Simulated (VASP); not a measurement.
Output of a VASP run:

### OUTCAR
```
 ion  position               nearest neighbor table
   1  0.000  0.000  0.000-   2 2.40   2 2.40   2 2.40   2 2.40   2 2.40   2 2.40
   2  0.500  0.500  0.500-   1 2.40   1 2.40   1 2.40   1 2.40   1 2.40   1 2.40
  LATTYP: Found a face centered cubic cell.
 ALAT       =     4.8100000000
 Subroutine PRICEL returns:
 Original cell was already a primitive cell.
 Subroutine GETGRP returns: Found 48 space group operations
The static configuration has the point symmetry O_h .
The dynamic configuration has the point symmetry O_h .
 Subroutine INISYM returns: Found 48 space group operations
 Subroutine IBZKPT returns following result:
 Found     16 irreducible k-points:

 Following reciprocal coordinates:
            Coordinates               Weight
  0.000000  0.000000  0.000000      1.000000
  0.166667  0.000000  0.000000      8.000000
  0.333333  0.000000  0.000000      8.000000
  0.500000  0.000000  0.000000      4.000000
  0.166667  0.166667  0.000000      6.000000
  0.333333  0.166667  0.000000     24.000000
  0.500000  0.166667  0.000000     24.000000
 -0.333333  0.166667  0.000000     24.000000
 -0.166667  0.166667  0.000000     12.000000
  0.333333  0.333333  0.000000      6.000000
  0.500000  0.333333  0.000000     24.000000
 -0.333333  0.333333  0.000000     12.000000
  0.500000  0.500000  0.000000      3.000000
  0.500000  0.333333  0.166667     24.000000
 -0.333333  0.333333  0.166667     24.000000
 -0.333333  0.500000  0.166667     12.000000
   k-points           NKPTS =     16   k-points in BZ     NKDIM =     16   number of bands    NBANDS=     12
   number of dos      NEDOS =    301   number of ions     NIONS =      2
   total plane-waves  NPLWV =   8000
   dimension x,y,z NGX =    20 NGY =   20 NGZ =   20
   dimension x,y,z NGXF=    40 NGYF=   40 NGZF=   40
   ions per type =               1   1
   PREC   = normal    normal or accurate (medium, high low for compatibility)
   ISTART =      0    job   : 0-new  1-cont  2-samecut
   ICHARG =      2    charge: 1-file 2-atom 10-const
   ISPIN  =      1    spin polarized calculation?
   LNONCOLLINEAR =      F non collinear calculations
   LSORBIT =      F    spin-orbit coupling
   INIWAV =      1    electr: 0-lowe 1-rand  2-diag
   ENCUT  =  500.0 eV  36.75 Ry    6.06 a.u.   6.20  6.20  6.20*2*pi/ulx,y,z
   NELM   =    100;   NELMIN=  2; NELMDL= -5     # of ELM steps
   EDIFF  = 0.1E-07   stopping-criterion for ELM
   LREAL  =      F    real-space projection
   NLSPLINE    = F    spline interpolate recip. space projectors
   LMAXMIX     =    2 max onsite mixed and CHGCAR
   VOSKOWN=      0    Vosko Wilk Nusair interpolation
   EDIFFG = 0.1E-06   stopping-criterion for IOM
   NSW    =      0    number of steps for IOM
   NBLOCK =      1;   KBLOCK =      1    inner block; outer block
   IBRION =     -1    ionic relax: 0-MD 1-quasi-New 2-CG
   NFREE  =      0    steps in history (QN), initial steepest desc. (CG)
   ISIF   =      2    stress and relaxation
   ISYM   =      2    0-nonsym 1-usesym 2-fastsym
   TEIN   =    0.0    initial temperature
   TEBEG  =    0.0;   TEEND  =   0.0 temperature during run
   SMASS  =  -3.00    Nose mass-parameter (am)
   PSTRESS=    0.0 pullay stress
   NELECT =      16.0000    total number of electrons
   EFERMI =   0.00;   METHOD = LEGACY
   ISMEAR =     0;   SIGMA  =   0.01  broadening in eV -4-tet -1-fermi 0-gaus
   IALGO  =     38    algorithm
   LDIAG  =      T    sub-space diagonalisation (order eigenvalues)
   IMIX   =      4    mixing-type and parameters
     AMIX     =   0.40;   BMIX     =  1.00
     AMIX_MAG =   1.60;   BMIX_MAG =  1.00
     AMIN     =   0.10
   GGA     = PE    functional components
   VOSKOWN =     0    Vosko Wilk Nusair interpolation
   LHFCALC =     F    Hartree Fock is set to
   LHFONE  =     F    Hartree Fock one center treatment
   AEXX    =    0.0000 exact exchange contribution
   IVDW    =     0    specifies the selected vdW correction
   LEPSILON=     F    determine dielectric tensor
   LRPA    =     F    only Hartree local field effects (RPA)
...
```

OSZICAR:
```
       N       E                     dE             d eps       ncg     rms          rms(c)
DAV:   1     0.209990752688E+03    0.20999E+03   -0.73557E+03   384   0.134E+03
DAV:   2    -0.183205052311E+00   -0.21017E+03   -0.19303E+03   584   0.569E+02
DAV:   3    -0.213262145878E+02   -0.21143E+02   -0.20481E+02   648   0.192E+02
DAV:   4    -0.218428442450E+02   -0.51663E+00   -0.51333E+00   612   0.263E+01
DAV:   5    -0.218568356144E+02   -0.13991E-01   -0.13968E-01   536   0.431E+00    0.127E+01
DAV:   6    -0.179368635116E+02    0.39200E+01   -0.15463E+01   684   0.543E+01    0.150E+01
DAV:   7    -0.178343957032E+02    0.10247E+00   -0.86102E-01   628   0.118E+01    0.683E+00
DAV:   8    -0.177721980117E+02    0.62198E-01   -0.18996E-01   532   0.763E+00    0.197E+00
DAV:   9    -0.177696840566E+02    0.25140E-02   -0.23250E-02   680   0.297E+00    0.764E-01
DAV:  10    -0.177696189631E+02    0.65094E-04   -0.46031E-03   524   0.131E+00    0.929E-02
DAV:  11    -0.177695195162E+02    0.99447E-04   -0.77355E-04   728   0.382E-01    0.443E-02
DAV:  12    -0.177695411229E+02   -0.21607E-04   -0.10761E-04   612   0.132E-01    0.246E-02
DAV:  13    -0.177695310500E+02    0.10073E-04   -0.49550E-05   672   0.839E-02    0.118E-02
DAV:  14    -0.177695313309E+02   -0.28089E-06   -0.20652E-06   584   0.193E-02    0.104E-02
DAV:  15    -0.177695314403E+02   -0.10938E-06   -0.20427E-07   656   0.722E-03    0.964E-04
DAV:  16    -0.177695314293E+02    0.10922E-07   -0.97788E-08   664   0.437E-03    0.372E-04
DAV:  17    -0.177695314174E+02    0.11963E-07   -0.28858E-09   384   0.105E-03    0.283E-04
DAV:  18    -0.177695314160E+02    0.13956E-08   -0.76907E-10   368   0.607E-04
   1 F= -.17769531E+02 E0= -.17769531E+02  d E =-.616554E-21
```

**OUTCAR**
```
------------------------ aborting loop because EDIFF is reached ----------------------------------------
  FORCE on cell =-STRESS in cart. coord.  units (eV):
  Direction    XX          YY          ZZ          XY          YZ          ZX
  --------------------------------------------------------------------------------------
  Total       -0.1015850     -0.1015850     -0.1015850      0.0000000      0.0000000      0.0000000
  in kB       -5.8501228     -5.8501228     -5.8501228      0.0000000      0.0000000      0.0000000
  external PRESSURE =      -5.8501228 kB  Pullay stress =       0.0000000 kB
  volume of cell :       27.82
      direct lattice vectors                 reciprocal lattice vectors
     0.000000000  2.405000000  2.405000000    -0.207900208  0.207900208  0.207900208
     2.405000000  0.000000000  2.405000000     0.207900208 -0.207900208  0.207900208
     2.405000000  2.405000000  0.000000000     0.207900208  0.207900208 -0.207900208
  FREE ENERGIE OF THE ION-ELECTRON SYSTEM (eV)
  ---------------------------------------------------
  free  energy   TOTEN  =       -17.7695314160 eV

  energy  without entropy=      -17.7695314160  energy(sigma->0) =      -17.76953142
```
(Selected blocks of OUTCAR.)

POSCAR:
```
CaO
1
    0.0000000000     2.4050000000     2.4050000000
    2.4050000000     0.0000000000     2.4050000000
    2.4050000000     2.4050000000     0.0000000000
Ca O
1 1
Direct
  0.0000000000   0.0000000000   0.0000000000
  0.5000000000   0.5000000000   0.5000000000
```

Question: Reconstruct the remaining input files.

Answer: Several could match; the one computed here: the input of the run itself, PBE GGA, plane waves, VASP's PBE PAW potentials (set 64).

### INCAR
```
SYSTEM = CaO
PREC = Normal
ENCUT = 500
EDIFF = 1E-8
NELM = 100
ALGO = Normal
LREAL = .FALSE.
LASPH = .TRUE.
ISMEAR = 0
SIGMA = 0.01
GGA = PE
LWAVE = .TRUE.
LCHARG = .FALSE.
```

File KPOINTS:
```
Automatic mesh
0
Gamma
6 6 6
0 0 0
```

POTCAR, in this order: Ca_sv_GW O_GW_new (PBE.64 set). Program: vasp_std.

The compound is CaO in the rock salt structure. The cell was not relaxed at this level.
